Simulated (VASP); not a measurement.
OSZICAR of a VASP run on Pd (fcc):

File OSZICAR:
```
       N       E                     dE             d eps       ncg     rms          rms(c)
DAV:   1     0.313495656569E+02    0.31350E+02   -0.45543E+03  1904   0.832E+02
DAV:   2    -0.518486107073E+01   -0.36534E+02   -0.35339E+02  2034   0.173E+02
DAV:   3    -0.548106494230E+01   -0.29620E+00   -0.29526E+00  2234   0.178E+01
DAV:   4    -0.548247090507E+01   -0.14060E-02   -0.14058E-02  2197   0.115E+00
DAV:   5    -0.548248632732E+01   -0.15422E-04   -0.15421E-04  2201   0.991E-02    0.781E+00
DAV:   6    -0.520747859863E+01    0.27501E+00   -0.12217E+00  1911   0.105E+01    0.386E+00
DAV:   7    -0.519660229649E+01    0.10876E-01   -0.62259E-03  2084   0.721E-01    0.205E+00
DAV:   8    -0.519261787768E+01    0.39844E-02   -0.11071E-03  2008   0.288E-01    0.528E-02
DAV:   9    -0.519261950638E+01   -0.16287E-05   -0.13509E-05  2373   0.376E-02    0.149E-02
DAV:  10    -0.519262339833E+01   -0.38920E-05   -0.19181E-06  2137   0.148E-02    0.385E-03
DAV:  11    -0.519262316452E+01    0.23381E-06   -0.13115E-08   991   0.129E-03
   1 F= -.51926232E+01 E0= -.51920571E+01  d E =-.169806E-02
```

Q: Which electronic solver shows in the log?

A: It is blocked Davidson (ALGO = Normal, or the opening steps of other solvers). The INCAR had ALGO = Normal.

Q: Can the final energy be trusted as converged?

A: The calculation finished and met its thresholds. It stopped with EDIFF = 1E-6, NELM = 100 (PBE GGA, plane waves, VASP's PBE PAW potentials (set 64)).

The compound is Pd in the fcc structure. The cell was not relaxed at this level.
